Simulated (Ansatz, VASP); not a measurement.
**Na4Mg2Si23B18O77 in two plane-wave programs**

Aim: how closely do two programs agree when they are given the same cell, functional and k mesh? The structure shown is frame 60 of Ansatz's trajectory.

Program: Ansatz 0.2.0. Level of theory: plane waves, with VASP 6.6.1 beside it; single point at LDA. Results are calculated unless marked as measured.

### 1. Set-up

The cell holds 124 atoms: 23 Si, 18 B, 2 Mg, 4 Na and 77 O. Cell: a = 11.613 Å, b = 11.613 Å, c = 11.613 Å, α = 90.0°, β = 90.0°, γ = 90.0°. As first built, before any earlier steps moved the atoms (in the runner's words): 124 atoms (23 Si, 18 B, 2 Mg, 4 Na, 77 O) placed at random at 2.19 g/cm^3, melted at 3000 K for 20 ps at fixed volume with the Buckingham and Coulomb pair potential of Guillot and Sator (Geochim. Cosmochim. Acta 71, 1249 (2007)) with the boron terms of Wang et al. (J. Non-Cryst. Solids 498, 294 (2018)). Quenched from 3000 K to 300 K at 50 K/ps and fixed volume, held 10 ps at zero pressure, then minimised at fixed cell.

### 2. Ansatz: dynamics, LDA

Ansatz runs on its default PAW (the set named soft_2) files.

One frame of this run of dynamics is then solved in both programs, so the motion causes no difference.

File input.yaml:

```yaml
crystal:
  lattice:
    - [11.6129, 0.0, 0.0]
    - [0.0, 11.6129, 0.0]
    - [0.0, 0.0, 11.6129]
  atoms:
    - { symbol: Si, position: [0.67782, 0.36678, 0.46222] }
    - { symbol: Si, position: [0.08769, 0.86064, 0.87359] }
    - { symbol: Si, position: [0.89076, 0.44594, 0.19982] }
    - { symbol: Si, position: [0.02744, 0.70557, 0.05053] }
    - { symbol: Si, position: [0.4297, 0.72272, 0.45819] }
    - { symbol: Si, position: [0.67289, 0.82693, 0.88445] }
    - { symbol: Si, position: [0.50294, 0.68718, 0.77274] }
    - { symbol: Si, position: [0.09998, 0.50282, 0.58146] }
    - { symbol: Si, position: [0.33912, 0.4392, 0.89955] }
    - { symbol: Si, position: [0.02767, 0.07481, 0.53178] }
    - { symbol: Si, position: [0.4038, 0.38998, 0.16526] }
    - { symbol: Si, position: [0.18154, 0.76842, 0.3467] }
    - { symbol: Si, position: [0.11558, 0.34118, 0.80259] }
    - { symbol: Si, position: [0.4155, 0.0908, 0.77042] }
    - { symbol: Si, position: [0.82013, 0.68131, 0.23271] }
    - { symbol: Si, position: [0.82678, 0.19949, 0.62497] }
    - { symbol: Si, position: [0.22974, 0.96825, 0.17822] }
    - { symbol: Si, position: [0.2437, 0.66015, 0.75867] }
    - { symbol: Si, position: [0.46708, 0.03496, 0.29624] }
    - { symbol: Si, position: [0.11789, 0.50068, 0.32604] }
    - { symbol: Si, position: [0.8499, 0.58168, 0.47693] }
    - { symbol: Si, position: [0.56526, 0.78812, 0.22401] }
    - { symbol: Si, position: [0.52282, 0.95272, 0.55163] }
    - { symbol: B, position: [0.76233, 0.9557, 0.60623] }
    - { symbol: B, position: [0.94234, 0.43918, 0.95208] }
    - { symbol: B, position: [0.86988, 0.96097, 0.85457] }
    - { symbol: B, position: [0.8826, 0.98005, 0.18648] }
    - { symbol: B, position: [0.5387, 0.31423, 0.82504] }
    - { symbol: B, position: [0.77618, 0.34799, 0.82197] }
    - { symbol: B, position: [0.48389, 0.76355, 0.99951] }
[... 88 atom lines left out ...]
    - { symbol: O, position: [0.27993, 0.55667, 0.84893] }
    - { symbol: O, position: [0.91316, 0.91724, 0.28495] }
    - { symbol: O, position: [0.40678, 0.49321, 0.2578] }
    - { symbol: O, position: [0.49569, 0.72647, 0.11774] }
    - { symbol: O, position: [0.09772, 0.39681, 0.6747] }
    - { symbol: O, position: [0.12378, 0.24001, 0.27341] }
kpoints:
  mp_grid: { grid: [1, 1, 1] }
hamiltonian:
  xc: lda
scf:
  occupations: { method: fixed }
output:
  forces: true
md:
  timestep: 1.0
  n_steps: 180
  ensemble: nvt_langevin
  temperature: 300
  initial_velocities: maxwell_boltzmann
  seed: 3562
```

Started as:

```bash
> ansatz run input.yaml --threads 4 --pin off --max-ram 8192MiB --backend cpu --events-out ev --progress --plain --runs-dir out
```

Numbers of over 12 decimals in the logs are rounded to 6 here.

Log:

```text
Warning: md: disabling space-group detection — thermal motion breaks the input geometry's symmetry, so no spatial operation reduces the k-mesh or symmetrises the density; time reversal is kept, so that k and −k are solved as one point where they differ and the mesh holds both, and exact exchange and, on two spinor components, a DFT+U term hold to it where the run has them: on two components no moment then forms, and  [...]
Engine: ansatz 0.2.0, aarch64-unknown-linux-gnu
Pseudopotentials: kind: paw
Pseudopotential: Si, paw, valence charge 4, recommended cutoff 420 eV (normal), Si.paw.azcp
Pseudopotential: B, paw, valence charge 3, recommended cutoff 420 eV (normal), B.paw.azcp
Pseudopotential: Mg, paw, valence charge 10, recommended cutoff 420 eV (normal), Mg.paw.azcp
Pseudopotential: Na, paw, valence charge 9, recommended cutoff 420 eV (normal), Na.paw.azcp
Pseudopotential: O, paw, valence charge 6, recommended cutoff 420 eV (normal), O.paw.azcp
Functional definition: SPW92
  exchange = slater_x
  correlation = pw_c
Crystal: 124 atoms, lattice volume = 1566.109 Å³
Basis set: ecut = 420 eV, 30647 PW (Γ)
Bands: 456, of which v1, the nominal top of the filled ones, is band 332 counted from 1 (331 counted from 0)
Symmetry: 1 space group operations
k-points: 1
Non-local potential: Si, projectors of the file, l = 0: 2, l = 1: 2, l = 2: 2
Non-local potential: B, projectors of the file, l = 0: 2, l = 1: 2, l = 2: 1
Non-local potential: Mg, projectors of the file, l = 0: 3, l = 1: 2, l = 2: 1
Non-local potential: Na, projectors of the file, l = 0: 3, l = 1: 2, l = 2: 1
Non-local potential: O, projectors of the file, l = 0: 2, l = 1: 2, l = 2: 1
PAW form: soft (Blöchl's): semilocal exchange-correlation on the pseudo side does not see the compensation charge
PAW frozen core: Si, regenerated for the run's functional, and the local potential with it (the file was generated under x = pbe(κ = 0.804, μ = 0.219515), c = pbe(β = 0.066725))
PAW frozen core: B, regenerated for the run's functional, and the local potential with it (the file was generated under x = pbe(κ = 0.804, μ = 0.219515), c = pbe(β = 0.066725))
PAW frozen core: Mg, regenerated for the run's functional, and the local potential with it (the file was generated under x = pbe(κ = 0.804, μ = 0.219515), c = pbe(β = 0.066725))
PAW frozen core: Na, regenerated for the run's functional, and the local potential with it (the file was generated under x = pbe(κ = 0.804, μ = 0.219515), c = pbe(β = 0.066725))
PAW frozen core: O, regenerated for the run's functional, and the local potential with it (the file was generated under x = pbe(κ = 0.804, μ = 0.219515), c = pbe(β = 0.066725))
PAW one-centre angular grid: Si, 110 points (default); XC on 64 Gauss nodes
PAW one-centre angular grid: B, 110 points (default); XC on 64 Gauss nodes
PAW one-centre angular grid: Mg, 110 points (default); XC on 64 Gauss nodes
PAW one-centre angular grid: Na, 110 points (default); XC on 64 Gauss nodes
PAW one-centre angular grid: O, 110 points (default); XC on 64 Gauss nodes
Initial density: superposition of atomic densities (neutral atoms: chi_scale 0, normalization atom), corrected by the library's trained network
Initial wavefunctions: pseudopotential atomic-orbital guess
Functional: x = slater, c = lda
SCF iter   1: F=—  HF=-69239.989021 eV  |F-HF|=—  |Δ(HF+E_count)|=         —  Δρ=1.36e-2  dr2=2.65e0  ethr=1.77e-3  ⟨swp⟩=5.0  Hψ=1563  notcnv=0  defer=122
preconditioner: auto → Resta (q_TF=auto, 2.365 Å⁻¹)  ε∞=3.1  [insulator: Δε(μ)=2.960 eV  Ē_g=16.518 eV  n_scr=364 (ndim 8)  ℏωp=23.7 eV  f_vac=0.183  ε∞_Penn≈3.1]
SCF iter   2: F=—  HF=-69239.226188 eV  |F-HF|=—  |Δ(HF+E_count)|=   7.63e-1  Δρ=3.78e-3  dr2=1.18e-1  ethr=3.99e-4  ⟨swp⟩=2.0  Hψ=697  notcnv=0  defer=122
SCF iter   3: F=—  HF=-69239.194929 eV  |F-HF|=—  |Δ(HF+E_count)|=   3.13e-2  Δρ=1.72e-3  dr2=4.04e-2  ethr=1.78e-5  ⟨swp⟩=3.0  Hψ=575  notcnv=0  defer=101
automatic band count: iteration 3 solves 435 bands in place of 456: the levels show a gap, and the empty bands left out lie too high to hold charge; the band table lists the bands solved (type scf.n_extra_bands for more)
SCF iter   4: F=—  HF=-69239.183436 eV  |F-HF|=—  |Δ(HF+E_count)|=   1.15e-2  Δρ=5.89e-4  dr2=5.08e-3  ethr=6.09e-6  ⟨swp⟩=3.0  Hψ=574  notcnv=0  defer=101
SCF iter   5: F=—  HF=-69239.182545 eV  |F-HF|=—  |Δ(HF+E_count)|=   8.91e-4  Δρ=2.18e-4  dr2=7.91e-4  ethr=7.66e-7  ⟨swp⟩=3.0  Hψ=764  notcnv=0  defer=101
[...]
SCF iter   3: F=—  HF=-69241.283759 eV  |F-HF|=—  |Δ(HF+E_count)|=   3.00e-3  Δρ=3.48e-4  dr2=1.45e-3  ethr=1.36e-6  ⟨swp⟩=2.0  Hψ=664  notcnv=0  defer=101
SCF iter   4: F=—  HF=-69241.283418 eV  |F-HF|=—  |Δ(HF+E_count)|=   3.41e-4  Δρ=8.08e-5  dr2=1.45e-4  ethr=2.18e-7  ⟨swp⟩=2.0  Hψ=636  notcnv=0  defer=101
SCF iter   5: F=—  HF=-69241.283353 eV  |F-HF|=—  |Δ(HF+E_count)|=   6.48e-5  Δρ=3.18e-5  dr2=1.76e-5  ethr=2.19e-8  ⟨swp⟩=2.0  Hψ=662  notcnv=0  defer=101
SCF iter   6: F=—  HF=-69241.283404 eV  |F-HF|=—  |Δ(HF+E_count)|=   5.07e-5  Δρ=1.91e-5  dr2=5.05e-6  ethr=2.65e-9  ⟨swp⟩=2.0  Hψ=673  notcnv=0  defer=100
SCF iter   7: F=—  HF=-69241.283403 eV  |F-HF|=—  |Δ(HF+E_count)|=   3.70e-7  Δρ=3.65e-6  dr2=3.01e-7  ethr=7.61e-10  ⟨swp⟩=2.0  Hψ=570  notcnv=0  defer=100
SCF iter   8: F=—  HF=-69241.283404 eV  |F-HF|=—  |Δ(HF+E_count)|=   2.35e-7  Δρ=2.80e-6  dr2=1.10e-7  ethr=1.51e-11  ⟨swp⟩=4.0  Hψ=1423  notcnv=0
SCF iter   9: F=-69241.283404 eV  HF=-69241.283404 eV  |F-HF|=1.23e-8  |Δ(HF+E_count)|=   1.54e-8  Δρ=7.04e-7  dr2=1.06e-8  ethr=1.51e-11  ⟨swp⟩=4.0  Hψ=1316  notcnv=0
SCF 181 converged in 9 iterations: F = -69241.283404 eV  dr2 = 1.06e-8
md step   180: t =   180.00 fs  T =   340.1 K  F+E_penalty+E_count = -69241.28340356 eV  E_kin = 5.450739 eV  (9 SCF iters)
SCF converged after 9 iterations
Free energy (F): -69241.283404 eV
Harris-Foulkes:  -69241.283404 eV  (|F-HF|=1.23e-8)
Internal energy: -69241.283404 eV  (E = F + TS)
E sigma→0 (E₀):  -69241.283404 eV
Fermi energy:    2.794945 eV
--- Per-component energies (eV) ---
  E_band       = -4799.356863
  E_kinetic    = 16159.391065
  E_local      = -55293.618072  (includes V_loc(G=0)·N_el)
  E_nonlocal   = 5315.423471
  E_hartree    = 20755.898110
  E_xc         = -7625.688248
  E_vxc        = -9220.782195  (∫ρ·V_xc dr)
  E_paw        = -25423.374554  (= ΣΔE_a)
  E_vpaw       = -3271.772108  (= ΣTr[D̂ρ^β])
  E_aug_tail   = 0.201757  (compensation charges beyond the density's cutoff)
  E_ewald      = -23140.609030
  E_core_change = 11.092097  (= ΣΔE_core)
  E_smearing   = -0.000000  (= −TS)
  E_closure    = -0.000000  (closes the sum)
  Σ components = -69241.283404   (vs F -69241.283404, Δ=0.00e0)
--- Forces (eV/Å), atoms counted from 1 ---
  atom   1  Si     1.99261014     0.34879946     0.22813396
  atom   2  Si     0.39003910     0.46691895     1.09543848
  atom   3  Si    -1.85923116     2.98953300    -2.72152519
  atom   4  Si     1.42100005     1.40080833    -1.24222067
  atom   5  Si    -2.52084067     0.87046965     1.43376045
  atom   6  Si    -0.95165919     0.38649406    -0.08434450
  atom   7  Si    -1.38241156    -1.19210864     1.10389554
  atom   8  Si    -0.44129756    -0.04297577     2.89692717
  atom   9  Si    -0.34186615    -1.73405940    -0.52190989
  atom  10  Si     0.98839185    -0.54901267    -1.32798316
  atom  11  Si    -0.03878433    -1.01222535    -0.57929311
  atom  12  Si     1.25530119     0.00951104     0.46605753
  atom  13  Si     0.47164868    -1.61637705    -1.66866243
  atom  14  Si    -0.83486517     0.15709838     0.98352001
  atom  15  Si    -1.26164023    -0.99499423    -1.12444751
  atom  16  Si    -0.52296015     1.21717350     1.06517579
  atom  17  Si    -0.64355010    -0.52413771     0.64204497
  atom  18  Si    -0.04208930     1.87346078    -1.66000667
  atom  19  Si     0.61543901     0.96493806     0.08108111
  atom  20  Si     1.47878851     0.21709851    -0.58173510
  atom  21  Si     0.42888644    -1.67790436    -1.19670909
  atom  22  Si    -0.09561202    -1.08607118    -0.03904753
  atom  23  Si     0.23712144     0.78119599     0.25850705
  atom  24  B      0.83984232    -0.85006938    -0.28498348
[...]
atom 117  O     -0.61024079    -0.30405251     0.67758141
  atom 118  O     -0.70727097    -0.52635344    -0.39342567
  atom 119  O      0.25961686    -0.14252518     0.44120628
  atom 120  O      0.27876195     0.45290763     0.51239198
  atom 121  O     -0.61734323     0.94387073     0.80089283
  atom 122  O     -0.21521689     0.33512061    -0.37801431
  atom 123  O      0.53444479     0.68288528    -0.61754165
  atom 124  O     -0.38742183    -1.89249286     0.96855212
  max |Σ_I F_I| component: 1.23e-4 eV/Å
--- MD trajectory: 180 steps, t = 0.0 → 180.0 fs ---
  final state: T = 340.1 K   F+E_penalty+E_count = -69241.28340356 eV   E_kin = 5.450739 eV
```

Reading the cycles: dr2 is the Hartree energy of the density residual (eV), the measure of convergence; HF is the Harris–Foulkes estimate of the energy, which meets the free energy F at convergence.

### 3. VASP: single point, LDA

The same cell, functional (in two slightly different forms) and mesh now go to VASP, with its own data sets.

Lines of VASP's logs that name or quote its potential files are left out, and so is its time.

File INCAR:

```
SYSTEM = Na4Mg2Si23B18O77
PREC = Accurate
ENCUT = 520
EDIFF = 1E-06
NELM = 120
ISMEAR = 0
SIGMA = 0.01
LREAL = Auto
ALGO = Normal
GGA = CA
NBANDS = 416
LORBIT = 11
LWAVE = .FALSE.
LCHARG = .FALSE.
ISIF = 2
LASPH = .TRUE.
GGA_COMPAT = .FALSE.
EFERMI = MIDGAP
NCORE = 4
```

File POSCAR:

```
Na4Mg2Si23B18O77
1.0
   11.6129000000      0.0000000000      0.0000000000
    0.0000000000     11.6129000000      0.0000000000
    0.0000000000      0.0000000000     11.6129000000
Si B Mg Na O
23 18 2 4 77
Direct
    0.6766268546      0.3735759371      0.4499823472
    0.0899516917      0.8520782922      0.8645644068
    0.8904580251      0.4404240112      0.2001825556
    0.0248775069      0.7137493649      0.0475333465
    0.4373584548      0.7284571468      0.4527895702
    0.6794857443      0.8185810607      0.8813819115
    0.5078059744      0.6797871333      0.7692652137
    0.0941194706      0.5119909756      0.5908343308
    0.3384253718      0.4167176158      0.8963308045
    0.0345477874      0.0754764099      0.5260615350
    0.4020184450      0.3732487148      0.1682181023
    0.1851475514      0.7665871574      0.3466575963
    0.1031697509      0.3456500960      0.8060605017
    0.4063756684      0.0758466877      0.7764382712
    0.8201138389      0.6720801867      0.2249739514
    0.8184691162      0.1981675550      0.6072040576
    0.2491884026      0.9671830464      0.1877825522
    0.2517889588      0.6527568480      0.7587252108
    0.4826356896      0.0297255638      0.3026203618
    0.1089478080      0.5047920847      0.3345675929
    0.8452066237      0.5903607195      0.4758242988
    0.5665940463      0.7861774406      0.2223217284
    0.5145656985      0.9475152632      0.5540734872
    0.7537824316      0.9602424890      0.6015810004
    0.9344435929      0.3663856573      0.9641174900
    0.8785919107      0.9682077689      0.8589671830
    0.8819244116      0.9952380542      0.2036786677
    0.5324854257      0.2973159159      0.8284235635
    0.7659843794      0.3244925901      0.8151710598
    0.4838154122      0.7658982683      0.9871694409
[... 88 atom lines left out ...]
    0.2863367462      0.5376951494      0.8415210671
    0.9362949823      0.9303447029      0.2851484125
    0.4109740030      0.4906612474      0.2391478442
    0.4905148585      0.7303774251      0.1127108646
    0.0878161355      0.4103281695      0.6837051899
    0.1230958675      0.2447536791      0.2880503578
```

File KPOINTS:

```
Automatic mesh
0
Gamma
1 1 1
0 0 0
```

Potentials, in the order of the species: Si, B, Mg, Na_pv and O (LDA family, release 64).

Started as:

```bash
> mpirun -np 16 vasp_gam
```

Log:

```text
[banner, memory and clock lines left out]
running   16 mpi-ranks, on    1 nodes
[...]
LDA part: xc-table for (Slater(with rela. corr.)+CA(PZ))
 , standard interpolation
 POSCAR, INCAR and KPOINTS ok, starting setup
[...]
entering main loop
       N       E                     dE             d eps       ncg     rms          rms(c)
DAV:   1     0.642894285671E+04    0.64289E+04   -0.37300E+05   840   0.156E+03
DAV:   2    -0.443582827846E+03   -0.68725E+04   -0.65465E+04  1000   0.402E+02
DAV:   3    -0.113499498112E+04   -0.69141E+03   -0.68202E+03   968   0.145E+02
DAV:   4    -0.115922467887E+04   -0.24230E+02   -0.24045E+02  1016   0.303E+01
[...]
DAV:  17    -0.103588146254E+04   -0.72726E-05   -0.13287E-04  1024   0.242E-02    0.225E-02
DAV:  18    -0.103588146132E+04    0.12139E-05   -0.11016E-05   960   0.704E-03    0.149E-02
DAV:  19    -0.103588146042E+04    0.90562E-06   -0.66231E-06   904   0.725E-03
   1 F= -.10358815E+04 E0= -.10358815E+04  d E =0.000000E+00
```

From OUTCAR (step 3):

```text
  Total      -32.1050491    -21.4432599    -23.5556022      9.1319659     -3.9289915    -13.6553055
  in kB      -32.8444400    -21.9371060    -24.0980962      9.3422784     -4.0194776    -13.9697921
  external PRESSURE =     -26.2932141 kB  Pullay stress =       0.0000000 kB

 POSITION                                       TOTAL-FORCE (eV/Angst)
 -----------------------------------------------------------------------------------
      7.85760      4.33830      5.22560        -0.560077     -0.362244     -0.465586
      1.04460      9.89510     10.04010         0.617425      0.339704      1.287701
     10.34080      5.11460      2.32470        -1.838601      0.502039     -1.600637
      0.28890      8.28870      0.55200         0.530017     -0.519082     -2.182249
      5.07900      8.45950      5.25820        -1.960466      1.244639      0.177878
[...]
10.82090      5.04720      0.78450         1.019383      0.281090      0.404889
      3.22510      1.18250      8.41740        -0.828764     -0.265046      0.141582
      3.49320      8.74390      4.88410         0.841454     -0.197537      0.693888
      1.67040      7.43950      3.64110        -0.633952     -1.224794      0.227295
      8.93600      5.54060      5.09740         0.935668      0.279252      0.062435
      5.90610      8.63710      3.94480         0.556441     -0.465004     -0.521400
      6.20660      1.76120      3.29070        -0.458505     -0.010251     -0.044313
     11.21740      6.36590      6.25620         0.639936      0.268914      0.152668
[...]
-----------------------------------------------------------------------------------
    total drift:                               -0.019270      0.012868     -0.003327

  FREE ENERGIE OF THE ION-ELECTRON SYSTEM (eV)
  ---------------------------------------------------
  free  energy   TOTEN  =     -1035.8814604167 eV

  energy  without entropy=    -1035.8814604167  energy(sigma->0) =    -1035.88146042

[... 3 further parts left out ...]
[key lines of the parts left out:]
E-fermi :   3.3390
```

The run ends at a pressure of -2.63 GPa, with forces up to 3.9 eV/Å.

### 4. Differences

Known differences besides the potentials themselves: the two LDA forms differ slightly; fixed occupations in Ansatz, narrow Gaussian smearing in VASP; the data sets hold 664 valence electrons in Ansatz (on its default PAW (the set named soft_2) files) and 640 in VASP; the cutoff is 420 eV in Ansatz and 520 eV in VASP (PREC = Accurate, projectors in real space); VASP's log shows a relativistic correction to its local exchange, Ansatz's none. Total energies have different zeros and are not compared.

Forces on 10 of the 124 atoms, those with the largest forces and the largest differences (eV/Å; atoms numbered as in POSCAR):

```tsv
atom	Ansatz x, y, z	VASP x, y, z
Si3	-1.821, 0.524, -1.615	-1.839, 0.502, -1.601
Si11	3.380, 1.874, -0.252	3.422, 1.833, -0.343
B26	-2.681, 0.030, 0.323	-2.717, 0.062, 0.315
B31	-0.437, 2.433, 0.877	-0.479, 2.464, 0.858
B34	0.419, -2.291, 1.344	0.357, -2.359, 1.312
O77	-0.183, -0.172, -0.686	-0.127, -0.238, -0.797
O94	0.984, 1.611, 2.788	0.947, 1.633, 2.825
O110	-2.289, 0.152, -1.012	-2.271, 0.155, -1.005
O114	0.706, -0.430, 0.535	0.810, -0.521, 0.556
O121	0.276, -0.409, -0.171	0.289, -0.270, -0.090
```

The forces differ by 32 meV/Å r.m.s., which is 3.6 % of the r.m.s. force of 0.874 eV/Å (both taken over all components).

### 5. Results

| Item | Value |
| --- | --- |
| r.m.s. force difference (single point, LDA) | 3.6 % of the r.m.s. force |

The r.m.s. force difference is 3.6 % of the r.m.s. force (single point, LDA), beyond the 3 % picked in this series as the mark of a large difference. The data sets hold unlike numbers of valence electrons (664 in Ansatz and 640 in VASP), so part of the differences comes from the potentials. What causes the difference of the single point, LDA pair stays open here. 2 further runs of this series are not shown here. Such differences can come from data sets, numerical settings and the points named under the comparisons, not from the functional's error against experiment.

[Lines on the potential files, build, host, timing and source positions are cut from VASP's logs without a mark.]

[Logs are printed without paths, hosts, clocks, repeated set-up lines and the standing remarks that a program may print on its own settings, such as how far it seeks lower states.]

[Hosts, paths, dates, database ids (printed as entryN), source tags and the programs' standing remarks are cut or masked in the printed files.]
